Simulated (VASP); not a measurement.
These are PBE GGA, VASP's PBE PAW potentials (set 64) (plane waves; VASP 6.6.1) values and carry that method's errors.

The input files of a VASP run:

**POSCAR**
```
W16Si
41.5698760
  0.1526321427   0.0000000000   0.0000000000
  0.0763160714   0.1079272266   0.0000000000
  0.0000000000   0.0000000000   0.5000000047
W Si
16 1
direct
  0.7467157304   0.5065160022   0.3412256866
  0.2467682674   0.5065160022   0.3412256866
  0.7467080019   0.0065839962   0.3416002554
  0.2467525225   0.0064949550   0.3413129232
  0.9967931630   0.0069457650   0.4451559536
  0.4962610719   0.0069457650   0.4451559536
  0.9970497745   0.5059004511   0.4453430575
  0.4960043885   0.5079912230   0.4453360138
  0.7461936751   0.5077028528   0.5540942576
  0.2461034720   0.5077028528   0.5540942576
  0.7461316015   0.0077367968   0.5522633100
  0.2461315058   0.0077369885   0.5535432332
  0.9843824611   0.0082204894   0.6578863350
  0.5073970495   0.0082204894   0.6578863350
  0.0008677593   0.4982644815   0.6602229475
  0.4909734968   0.5180530064   0.6602412984
  0.2462660587   0.0074678827   0.7444204955
```

File KPOINTS:
```
kpoints
0
Gamma
5 6 1
0 0 0
```

### INCAR
```
ISMEAR  =  1   ! Methfessel-Paxton
NELMIN  =  4
EDIFF  =  1E-6   ! SCF stop (eV)
LASPH  =  .TRUE.
ENCUT  =  400
GGA  =  PE   ! PBE
LVHAR  =  .TRUE.
SIGMA  =  0.1
IDIPOL  =  3
DIPOL  =  0.5 0.5 0.5
LREAL  =  .FALSE.   ! projection in real space or not
LORBIT  =  11
LCHARG  =  .FALSE.
LWAVE  =  .FALSE.
ALGO  =  Normal
NELM  =  100   ! most electronic steps
LMAXMIX  =  6
LDIPOL  =  .TRUE.
PREC  =  Normal
SYSTEM  =  W16Si
```

POTCAR, in this order: W Si (PBE.64 set). Program: vasp_std. Read from the step before: WAVECAR.

Output

### OUTCAR
```
 ion  position               nearest neighbor table
   1  0.747  0.507  0.341-   8 2.68   7 2.68   3 2.75   4 2.75   4 2.75   3 2.75   5 3.11   6 3.12
                             2 3.17   2 3.17
   2  0.247  0.507  0.341-   8 2.68   7 2.68   3 2.75   4 2.75   4 2.75   3 2.75   6 3.11   5 3.12
                             1 3.17   1 3.17
   3  0.747  0.007  0.342-   5 2.67   6 2.67   1 2.75   2 2.75   1 2.75   2 2.75   7 3.11   8 3.12
                             4 3.17   4 3.17
   4  0.247  0.006  0.341-   6 2.68   5 2.68   2 2.75   1 2.75   2 2.75   1 2.75   8 3.11   7 3.11
                             3 3.17   3 3.17
   5  0.997  0.007  0.445-   3 2.67   4 2.68  11 2.73   8 2.74   7 2.74   7 2.75   8 2.75  12 2.75
                             1 3.11   2 3.12   6 3.17   6 3.18  10 3.18   9 3.19
   6  0.496  0.007  0.445-   3 2.67   4 2.68  11 2.73   8 2.74   7 2.74   7 2.75   8 2.75  12 2.75
                             2 3.11   1 3.12   5 3.17   5 3.18   9 3.18  10 3.19
   7  0.997  0.506  0.445-   2 2.68   1 2.68   6 2.74   5 2.74   5 2.75   6 2.75  10 2.76   9 2.76
                             3 3.11   4 3.11  11 3.16  12 3.17   8 3.17   8 3.17
   8  0.496  0.508  0.445-   2 2.68   1 2.68   6 2.74   5 2.74   5 2.75   6 2.75   9 2.76  10 2.76
                             4 3.11   3 3.12  11 3.16   7 3.17   7 3.17  12 3.18
   9  0.746  0.508  0.554-  15 2.72  16 2.72  12 2.75  11 2.75  11 2.75  12 2.75   7 2.76   8 2.76
                            13 3.11  14 3.11  10 3.17  10 3.17   6 3.18   5 3.19
  10  0.246  0.508  0.554-  15 2.72  16 2.72  12 2.75  11 2.75  11 2.75  12 2.75   7 2.76   8 2.76
                            14 3.11  13 3.11   9 3.17   9 3.17   5 3.18   6 3.19
  11  0.746  0.008  0.552-  14 2.67  13 2.67   6 2.73   5 2.73   9 2.75  10 2.75  10 2.75   9 2.75
                             8 3.16   7 3.16  12 3.17  12 3.17  15 3.20  16 3.21
  12  0.246  0.008  0.554-  14 2.73  13 2.73  10 2.75   9 2.75   9 2.75  10 2.75   6 2.75   5 2.75
                            16 3.12  15 3.12   7 3.17  11 3.17  11 3.17   8 3.18
  13  0.984  0.008  0.658-  17 2.45  11 2.67  12 2.73  16 2.74  15 2.74  15 2.75  16 2.76  14 3.03
                             9 3.11  10 3.11  14 3.32
  14  0.507  0.008  0.658-  17 2.45  11 2.67  12 2.73  16 2.74  15 2.74  15 2.75  16 2.76  13 3.03
                            10 3.11   9 3.11  13 3.32
  15  0.001  0.498  0.660-  10 2.72   9 2.72  13 2.74  14 2.74  14 2.75  13 2.75  17 2.81  12 3.12
                            16 3.17  16 3.17  11 3.20
  16  0.491  0.518  0.660-   9 2.72  10 2.72  14 2.74  13 2.74  14 2.76  13 2.76  17 2.81  12 3.12
                            15 3.17  15 3.17  11 3.21
  17  0.246  0.007  0.744-  14 2.45  13 2.45  16 2.81  15 2.81
  LATTYP: Found a base centered orthorhombic cell.
 ALAT       =     6.3448992463
 B/A-ratio  =     1.4142136076
 C/A-ratio  =     3.2758500000
 Subroutine PRICEL returns:
 Original cell was already a primitive cell.
...
```

File OSZICAR:
```
       N       E                     dE             d eps       ncg     rms          rms(c)
DAV:   1    -0.203108478543E+03   -0.20311E+03   -0.30085E-03  3728   0.202E-01    0.118E-01
DAV:   2    -0.203198965224E+03   -0.90487E-01   -0.41462E-01  3736   0.216E+00    0.109E+00
DAV:   3    -0.203106574546E+03    0.92391E-01   -0.27290E-01  3664   0.198E+00    0.958E-02
DAV:   4    -0.203107456289E+03   -0.88174E-03   -0.87349E-03  3004   0.259E-01    0.152E-02
DAV:   5    -0.203107497496E+03   -0.41207E-04   -0.54707E-04  3064   0.625E-02    0.120E-02
DAV:   6    -0.203107498860E+03   -0.13638E-05   -0.74550E-05  2904   0.278E-02    0.926E-03
DAV:   7    -0.203107498915E+03   -0.54699E-07   -0.74779E-06  2112   0.844E-03
   1 F= -.20310750E+03 E0= -.20310479E+03  d E =-.813854E-02
```

### OUTCAR
```
------------------------ aborting loop because EDIFF is reached ----------------------------------------
  FORCE on cell =-STRESS in cart. coord.  units (eV):
  Direction    XX          YY          ZZ          XY          YZ          ZX
  --------------------------------------------------------------------------------------
  Total      -13.2828854    -11.1858517     -0.1646164      0.0000000     -0.1988684      0.0000000
  in kB      -35.9682902    -30.2898013     -0.4457593      0.0000000     -0.5385091      0.0000000
  external PRESSURE =     -22.2346169 kB  Pullay stress =       0.0000000 kB
  volume of cell :      591.67
      direct lattice vectors                 reciprocal lattice vectors
     6.344899246  0.000000000  0.000000000     0.157606916 -0.111444915  0.000000000
     3.172449623  4.486521426  0.000000000     0.000000000  0.222889830  0.000000000
     0.000000000  0.000000000 20.784938196     0.000000000  0.000000000  0.048111762
 POSITION                                       TOTAL-FORCE (eV/Angst)
 -----------------------------------------------------------------------------------
      6.34473      2.27249      7.09235         0.002056      0.007079      0.006968
      3.17262      2.27249      7.09235        -0.002056      0.007079      0.006968
      4.75867      0.02954      7.10014        -0.000000      0.003178     -0.006872
      1.58622      0.02914      7.09417        -0.000000      0.007749     -0.015048
      6.34659      0.03116      9.25254        -0.001682      0.004118      0.000873
      3.17076      0.03116      9.25254         0.001682      0.004118      0.000873
      7.93112      2.26973      9.25643        -0.000000      0.007601      0.005238
      4.75867      2.27911      9.25628        -0.000000      0.002047      0.009109
      6.34519      2.27782     11.51681        -0.003559     -0.000385      0.000657
      3.17216      2.27782     11.51681         0.003559     -0.000385      0.000657
      4.75867      0.03471     11.47876         0.000000     -0.005839      0.005512
      1.58622      0.03471     11.50536         0.000000     -0.008938      0.000449
      6.27189      0.03688     13.67413        -0.005165     -0.009806     -0.003478
      3.24546      0.03688     13.67413         0.005165     -0.009806     -0.003478
      1.58622      2.23547     13.72269         0.000000     -0.022700      0.001010
      4.75867      2.32426     13.72307        -0.000000      0.008972     -0.002223
      1.58622      0.03350     15.47273        -0.000000      0.005919     -0.007217
 -----------------------------------------------------------------------------------
    total drift:                               -0.000009      0.001441      0.002452
  FREE ENERGIE OF THE ION-ELECTRON SYSTEM (eV)
  ---------------------------------------------------
  free  energy   TOTEN  =      -203.1074989148 eV

  energy  without entropy=     -203.0993603730  energy(sigma->0) =     -203.10478607

 total charge

# of ion       s       p       d       tot
------------------------------------------
    1        0.680   0.543   4.068   5.291
    2        0.680   0.543   4.068   5.291
    3        0.683   0.545   4.070   5.299
    4        0.683   0.546   4.065   5.294
    5        0.685   0.709   4.212   5.606
    6        0.685   0.709   4.212   5.606
    7        0.682   0.709   4.198   5.588
    8        0.682   0.709   4.198   5.588
    9        0.672   0.703   4.182   5.557
   10        0.672   0.703   4.182   5.557
   11        0.689   0.706   4.208   5.603
   12        0.674   0.708   4.170   5.551
   13        0.685   0.652   4.154   5.491
   14        0.685   0.652   4.154   5.491
   15        0.662   0.571   4.048   5.281
   16        0.662   0.571   4.048   5.281
   17        0.833   0.819   0.000   1.652
--------------------------------------------------
tot         11.695  11.096  66.239  89.030
```
(Selected blocks of OUTCAR.)

**OUTCAR**
```
 val. band max:        0.9276951478   @ k =   0.2000  -0.0000   0.0000

 cond. band min:       0.9286593124   @ k =   0.2000   0.3333   0.0000


 Fermi energy:         0.9284533646

 k-point     1 :       0.0000    0.0000    0.0000
  band No.  band energies     occupation
      1      -8.2588      2.00000
      2      -7.3151      2.00000
      3      -6.0992      2.00000
      4      -5.1900      2.00000
      5      -4.9356      2.00000
      6      -4.9162      2.00000
      7      -4.9143      2.00000
      8      -4.8830      2.00000
      9      -4.8609      2.00000
     10      -4.5841      2.00000
     11      -4.4605      2.00000
     12      -4.4598      2.00000
     13      -3.9751      2.00000
     14      -3.8415      2.00000
     15      -3.7699      2.00000
     16      -3.7527      2.00000
     17      -3.6389      2.00000
     18      -3.5320      2.00000
     19      -3.2194      2.00000
     20      -2.4358      2.00000
     21      -2.4039      2.00000
     22      -2.3935      2.00000
     23      -2.3545      2.00000
     24      -2.3515      2.00000
     25      -2.1961      2.00000
     26      -1.9367      2.00000
     27      -1.9288      2.00000
     28      -1.9145      2.00000
     29      -1.8427      2.00000
     30      -1.7778      2.00000
     31      -1.3487      2.00000
     32      -1.0461      2.00000
     33      -0.8565      2.00000
     34      -0.6723      2.00000
     35      -0.5617      2.00000
     36      -0.4696      2.00000
     37      -0.4519      2.00000
     38      -0.4371      2.00000
     39      -0.3581      2.00000
     40      -0.2383      2.00000
     41      -0.0500      2.00000
     42       0.1120      2.00000
     43       0.5506      2.00000
     44       0.7193      2.01178
     45       0.8435      2.00331
     46       1.1264     -0.01706
     47       1.4579     -0.00000
     48       1.5103     -0.00000
     49       1.6407     -0.00000
     50       1.6593     -0.00000
     51       1.8044     -0.00000
...
```

Unless said otherwise, spin-orbit coupling is left out, though it shifts the bands of the heavy elements here.

The cell is a thin slab with vacuum, built from W (bcc): (110) face, Si adsorbed.
